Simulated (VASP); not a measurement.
These are LDA (Ceperley-Alder, Perdew-Zunger), VASP's LDA PAW potentials (set 64) (plane waves; VASP) values and carry that method's errors.

The input files of a VASP run:

KPOINTS:
```
Automatic mesh
0
Gamma
18 18 18
0 0 0
```

POSCAR:
```
Ti
1
   -1.5781620950     1.5781620950     1.5781620950
    1.5781620950    -1.5781620950     1.5781620950
    1.5781620950     1.5781620950    -1.5781620950
Ti
1
Direct
  0.0000000000   0.0000000000   0.0000000000
```

**INCAR**
```
# general
SYSTEM  = Ti
PREC    = Accurate
ENCUT   = 400
LREAL   = .False.   # projection in real space or not
LASPH   = .True.   # aspherical one-centre terms

# electronic loop
EDIFF   = 1E-7
NELM    = 100   # most electronic steps
ALGO    = Normal
LMAXMIX = 4   # l cut-off of mixed one-centre charges

# smearing
ISMEAR  = -5   # tetrahedra, Bloechl

# ions
ISIF    = 2

# output
LWAVE   = .False.
LCHARG  = .True.
LORBIT  = 11   # lm-projected
NEDOS   = 601
```

POTCAR, in this order: Ti_sv (LDA.64 set). Program: vasp_std.

Question: What will the output report for the number of irreducible k-points (NKPTS), number of bands (NBANDS), largest plane-wave count, number of space-group operations, FFT grid (NGX, NGY, NGZ)?

Answer: 
```
Property                                      Result
--------------------------------------  ------------
number of irreducible k-points (NKPTS)           195
number of bands (NBANDS)                          10
largest plane-wave count                         321
number of space-group operations                  48
FFT grid (NGX, NGY, NGZ)                18 × 18 × 18
```

The structure comes from a computed database's Ti entry (Im-3m); how it stands against other phases isn't given here. It was relaxed first, which changed the volume by -9 %.
